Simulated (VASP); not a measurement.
Method: G0W0 on PBE orbitals, VASP's PBE PAW potentials (set 64) (plane waves; VASP 6.6.1).

VASP ran on this input.

INCAR:
```
SYSTEM = BP
PREC = Normal; ENCUT = 500; LREAL = .False.
LASPH = .True.; NBANDS = 320
ALGO = EVGW0
ISMEAR = 0; SIGMA = 0.01
GGA = PE
LWAVE = .False.; LCHARG = .False.
NELMGW = 1; NOMEGA = 64; ENCUTGW = 300
NBANDSGW = 12; LSPECTRALGW = .True.
```

### POSCAR
```
BP
1
    0.0000000000     2.2700000000     2.2700000000
    2.2700000000     0.0000000000     2.2700000000
    2.2700000000     2.2700000000     0.0000000000
B P
1 1
Direct
  0.0000000000   0.0000000000   0.0000000000
  0.2500000000   0.2500000000   0.2500000000
```

File KPOINTS:
```
Automatic mesh
0
Gamma
4 4 4
0 0 0
```

POTCAR, in this order: B_GW P_GW (PBE.64 set). Program: vasp_std. Read from the step before: WAVECAR, WAVEDER.

Output

### OSZICAR
```
energies w=
    0.000    0.000    0.555    0.000    1.109    0.000    1.660    0.000
    2.208    0.000    2.750    0.000    3.287    0.000    3.818    0.000
    4.342    0.000    4.858    0.000    5.368    0.000    5.870    0.000
    6.365    0.000    6.854    0.000    7.337    0.000    7.813    0.000
    8.286    0.000    8.754    0.000    9.218    0.000    9.680    0.000
   10.141    0.000   10.601    0.000   11.062    0.000   11.525    0.000
   11.990    0.000   12.460    0.000   12.936    0.000   13.418    0.000
   13.909    0.000   14.410    0.000   14.923    0.000   15.451    0.000
   15.994    0.000   16.558    0.000   17.141    0.000   17.750    0.000
   18.388    0.000   19.058    0.000   19.764    0.000   20.513    0.000
   21.310    0.000   22.161    0.000   23.080    0.000   24.071    0.000
   25.149    0.000   26.330    0.000   27.629    0.000   29.070    0.000
   30.683    0.000   32.500    0.000   34.567    0.000   36.945    0.000
   39.709    0.000   42.968    0.000   46.868    0.000   51.621    0.000
   57.540    0.000   65.109    0.000   75.123    0.000   88.977    0.000
  109.368    0.000  142.279    0.000  204.172    0.000  362.862    0.000
NQ=   1    0.0000    0.0000    0.0000,
 performed        223000 updates of chi_q(r,r)
NQ=   2    0.2500    0.0000    0.0000,
 performed        661000 updates of chi_q(r,r)
NQ=   3    0.5000    0.0000    0.0000,
 performed       1037000 updates of chi_q(r,r)
NQ=   4    0.2500    0.2500    0.0000,
 performed       1475000 updates of chi_q(r,r)
NQ=   5    0.5000    0.2500    0.0000,
 performed       2082000 updates of chi_q(r,r)
NQ=   6   -0.2500    0.2500    0.0000,
 performed       2627000 updates of chi_q(r,r)
NQ=   7    0.5000    0.5000    0.0000,
 performed       2957000 updates of chi_q(r,r)
NQ=   8   -0.2500    0.5000    0.2500,
 performed       3379000 updates of chi_q(r,r)
 resolving degeneracies of screened two electron integrals
```

File OUTCAR:
```


 k-point   1 :       0.0000    0.0000    0.0000
  band No.  KS-energies  QP-energies   sigma(KS)   V_xc(KS)     V^pw_x(r,r')   Z            occupation Imag(sigma)

      1      -8.3057      -9.2396     -13.3196     -12.0514     -20.4541       0.7365       2.0000       1.4113
      2       7.1564       6.4384     -14.2231     -13.3097     -15.2396       0.7861       2.0000       0.0437
      3       7.1564       6.4384     -14.2231     -13.3097     -15.2396       0.7861       2.0000       0.0437
      4       7.1564       6.4384     -14.2231     -13.3097     -15.2396       0.7861       2.0000       0.0437
      5      10.5425      10.7488     -11.8041     -12.0678      -6.9477       0.7826       0.0000      -0.0719
      6      10.5425      10.7488     -11.8041     -12.0678      -6.9477       0.7826       0.0000      -0.0719
      7      10.5425      10.7488     -11.8041     -12.0678      -6.9477       0.7826       0.0000      -0.0719
      8      14.5129      14.6654     -12.5520     -12.7528      -6.0835       0.7601       0.0000      -0.1715
      9      18.6620      18.4292      -9.7109      -9.4141      -3.3004       0.7843       0.0000      -0.3330
     10      19.1510      19.4488     -11.3632     -11.7521      -4.9388       0.7657       0.0000      -0.2645
     11      19.1510      19.4488     -11.3632     -11.7521      -4.9388       0.7657       0.0000      -0.2645
     12      22.8103      22.8052      -9.9218      -9.9152      -2.7841       0.7799       0.0000      -0.6572

 k-point   2 :       0.2500    0.0000    0.0000
  band No.  KS-energies  QP-energies   sigma(KS)   V_xc(KS)     V^pw_x(r,r')   Z            occupation Imag(sigma)

      1      -7.2008      -8.0728     -13.3773     -12.1524     -20.1283       0.7119       2.0000       1.2086
      2       2.3067       1.4537     -13.5563     -12.4259     -16.1645       0.7545       2.0000       0.1198
      3       6.0385       5.2950     -14.0146     -13.0619     -15.3393       0.7805       2.0000       0.0511
      4       6.0385       5.2950     -14.0146     -13.0619     -15.3393       0.7805       2.0000       0.0511
      5      11.1396      11.2567     -11.9650     -12.1152      -6.8105       0.7798       0.0000      -0.0813
      6      11.9009      12.1357     -11.8048     -12.1075      -6.5585       0.7758       0.0000      -0.0890
      7      11.9009      12.1357     -11.8048     -12.1075      -6.5585       0.7758       0.0000      -0.0890
      8      16.7599      16.9110     -11.8368     -12.0383      -4.9623       0.7494       0.0000      -0.2679
      9      18.0302      18.2164     -10.9433     -11.1857      -4.6644       0.7686       0.0000      -0.2687
     10      18.0302      18.2164     -10.9433     -11.1857      -4.6644       0.7686       0.0000      -0.2687
     11      20.1856      20.0348     -10.1053      -9.9095      -3.3659       0.7702       0.0000      -0.4190
     12      23.4425      23.4054     -10.5897     -10.5413      -3.2221       0.7644       0.0000      -0.6471

 k-point   3 :       0.5000    0.0000    0.0000
  band No.  KS-energies  QP-energies   sigma(KS)   V_xc(KS)     V^pw_x(r,r')   Z            occupation Imag(sigma)

      1      -4.9837      -5.8290     -13.7690     -12.5993     -19.6994       0.7227       2.0000       0.8553
      2      -1.8809      -2.7570     -12.9632     -11.7542     -17.4348       0.7247       2.0000       0.3997
      3       5.3982       4.6108     -14.0529     -13.0376     -15.6817       0.7755       2.0000       0.0585
      4       5.3982       4.6108     -14.0529     -13.0376     -15.6817       0.7755       2.0000       0.0585
      5      10.9165      11.0031     -11.9794     -12.0904      -6.7733       0.7797       0.0000      -0.0800
      6      11.8458      12.0724     -11.2870     -11.5762      -6.0515       0.7835       0.0000      -0.0888
      7      11.8458      12.0724     -11.2870     -11.5762      -6.0515       0.7835       0.0000      -0.0888
      8      17.2770      17.2577     -10.1555     -10.1301      -3.4259       0.7589       0.0000      -0.2977
      9      21.6200      21.8581     -11.6164     -11.9322      -4.1265       0.7541       0.0000      -0.5801
     10      21.6200      21.8581     -11.6164     -11.9322      -4.1265       0.7541       0.0000      -0.5801
     11      21.9798      22.0329     -10.8052     -10.8743      -3.5382       0.7682       0.0000      -0.5120
     12      24.5375      24.6858     -11.6622     -11.8540      -4.0705       0.7734       0.0000      -0.8221

 k-point   4 :       0.2500    0.2500    0.0000
  band No.  KS-energies  QP-energies   sigma(KS)   V_xc(KS)     V^pw_x(r,r')   Z            occupation Imag(sigma)

      1      -6.8250      -7.7020     -13.3913     -12.1791     -20.0043       0.7236       2.0000       1.1482
      2       3.4579       2.5851     -14.2326     -13.0838     -16.5089       0.7597       2.0000       0.0936
      3       4.4210       3.6293     -13.6814     -12.6542     -15.5342       0.7709       2.0000       0.0687
      4       4.4210       3.6293     -13.6814     -12.6542     -15.5342       0.7709       2.0000       0.0687
      5       8.9573       9.0323     -11.2091     -11.3038      -6.6621       0.7924       0.0000      -0.0620
      6      12.0868      12.1774     -10.5147     -10.6297      -5.1925       0.7884       0.0000      -0.0941
      7      14.8562      15.1411     -12.3174     -12.6926      -6.1750       0.7594       0.0000      -0.1700
      8      14.8562      15.1411     -12.3174     -12.6926      -6.1750       0.7594       0.0000      -0.1700
      9      19.2390      19.4150     -12.4002     -12.6366      -5.1521       0.7444       0.0000      -0.4005
     10      20.7119      21.0123     -11.4354     -11.8265      -4.5938       0.7682       0.0000      -0.4167
     11      22.5440      22.5180     -10.5761     -10.5420      -3.3791       0.7617       0.0000      -0.5516
     12      25.6088      25.6109     -10.5447     -10.5474      -2.8436       0.7699       0.0000      -0.9413

 k-point   5 :       0.5000    0.2500    0.0000
  band No.  KS-energies  QP-energies   sigma(KS)   V_xc(KS)     V^pw_x(r,r')   Z            occupation Imag(sigma)

      1      -4.5859      -5.4224     -13.6972     -12.5227     -19.4318       0.7123       2.0000       0.7771
      2      -0.5457      -1.4358     -13.5280     -12.3006     -17.4952       0.7252       2.0000       0.2881
      3       2.3767       1.5286     -13.3624     -12.2459     -15.8551       0.7597       2.0000       0.1149
      4       3.9657       3.1446     -13.7210     -12.6499     -15.7936       0.7666       2.0000       0.0761
      5       9.6720       9.7385     -10.8918     -10.9757      -6.1159       0.7929       0.0000      -0.0682
      6      13.5640      13.7024     -11.2032     -11.3814      -5.5641       0.7762       0.0000      -0.1218
      7      15.2724      15.5541     -11.8068     -12.1759      -5.5485       0.7630       0.0000      -0.1882
      8      15.4705      15.6942     -12.2148     -12.5103      -5.8091       0.7571       0.0000      -0.1965
      9      20.2867      20.4927     -11.7399     -12.0177      -4.2171       0.7413       0.0000      -0.4877
     10      21.7761      22.0172     -11.6304     -11.9478      -4.1953       0.7597       0.0000      -0.5733
     11      24.4926      24.6186     -11.6967     -11.8655      -3.7216       0.7466       0.0000      -0.7667
     12      25.5947      25.5387     -10.6778     -10.6041      -3.1343       0.7605       0.0000      -0.7983

 k-point   6 :      -0.2500    0.2500    0.0000
  band No.  KS-energies  QP-energies   sigma(KS)   V_xc(KS)     V^pw_x(r,r')   Z            occupation Imag(sigma)

      1      -5.4837      -6.3413     -13.5539     -12.3668     -19.6547       0.7225       2.0000       0.9271
      2       0.6853      -0.2074     -13.7862     -12.5736     -17.2372       0.7361       2.0000       0.2018
      3       1.9127       1.0724     -13.0958     -11.9856     -15.7154       0.7569       2.0000       0.1270
      4       5.2199       4.4371     -13.9365     -12.9283     -15.5494       0.7764       2.0000       0.0591
      5      10.9965      11.1368     -11.1883     -11.3668      -6.1013       0.7854       0.0000      -0.0790
      6      13.5085      13.8023     -11.8019     -12.1866      -5.8925       0.7637       0.0000      -0.1344
      7      14.6493      14.7810     -12.0172     -12.1884      -6.1597       0.7692       0.0000      -0.1471
      8      15.9029      16.1104     -11.7084     -11.9827      -5.1086       0.7566       0.0000      -0.2201
      9      17.0624      17.2036     -10.8870     -11.0693      -4.9007       0.7747       0.0000      -0.2163
     10      19.7725      19.9394     -11.4851     -11.7078      -4.1685       0.7496       0.0000      -0.4480
     11      24.6499      24.7608     -11.6715     -11.8199      -3.6372       0.7476       0.0000      -0.7956
     12      25.3322      25.3504     -10.6412     -10.6650      -3.0507       0.7621       0.0000      -0.7782

 k-point   7 :       0.5000    0.5000    0.0000
  band No.  KS-energies  QP-energies   sigma(KS)   V_xc(KS)     V^pw_x(r,r')   Z            occupation Imag(sigma)

      1      -3.4550      -4.2652     -13.8294     -12.6946     -19.0240       0.7140       2.0000       0.6035
      2      -1.4281      -2.3377     -13.6618     -12.3770     -18.1930       0.7079       2.0000       0.3784
      3       3.0390       2.1896     -13.6227     -12.5036     -16.0601       0.7590       2.0000       0.0931
      4       3.0390       2.1896     -13.6227     -12.5036     -16.0601       0.7590       2.0000       0.0931
      5       8.4757       8.4663     -10.7952     -10.7835      -6.2450       0.7959       0.0000      -0.0620
      6       8.7992       8.8186     -10.6059     -10.6303      -6.0337       0.8004       0.0000      -0.0621
      7      19.2240      19.5573     -12.3864     -12.8422      -4.6150       0.7313       0.0000      -0.4541
      8      19.2240      19.5573     -12.3864     -12.8422      -4.6150       0.7313       0.0000      -0.4541
      9      22.3845      22.6689     -11.9925     -12.3668      -3.9980       0.7598       0.0000      -0.6625
...
```
(Selected blocks of OUTCAR.)

The mesh is coarse and the basis finite, so the quasiparticle values are not converged.

The compound is BP in the zinc blende structure. The cell was not relaxed at this level. The k-mesh is coarse (spacing up to 0.60 per Å, 2π included), so the numbers may not be converged in it.
